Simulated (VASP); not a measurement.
```
CELL_PARAMETERS angstrom
      1.65340    -5.05954     0.00000
      1.65340     5.05954     0.00000
      0.00000     0.00000     4.13764
ATOMIC_POSITIONS crystal
  P  0.10667 0.89333 0.92832
  P  0.39333 0.60667 0.42832
  P  0.60667 0.39333 0.57168
  P  0.89333 0.10667 0.07168
```

Computed with LDA (Ceperley-Alder, Perdew-Zunger), VASP's LDA PAW potentials (set 64) (plane waves; VASP). Numerical set-up: 400 eV cut-off, 11×11×8 Γ-centred mesh, tetrahedra with Blöchl corrections, potentials P.

The cores are frozen, which limits the accuracy of field gradients.

Problem. Give the principal components of the electric field gradient (V/Å²) and the asymmetry η at each nucleus.

Solution. 
```
atom   Vxx   Vyy    Vzz     η
----  ----  ----  -----  ----
P1    35.0  30.3  -65.3  0.07
P2    35.0  30.3  -65.3  0.07
P3    35.0  30.3  -65.3  0.07
P4    35.0  30.3  -65.3  0.07
```

The compound is P in the black structure. It was relaxed first, which changed the volume by -9 %.
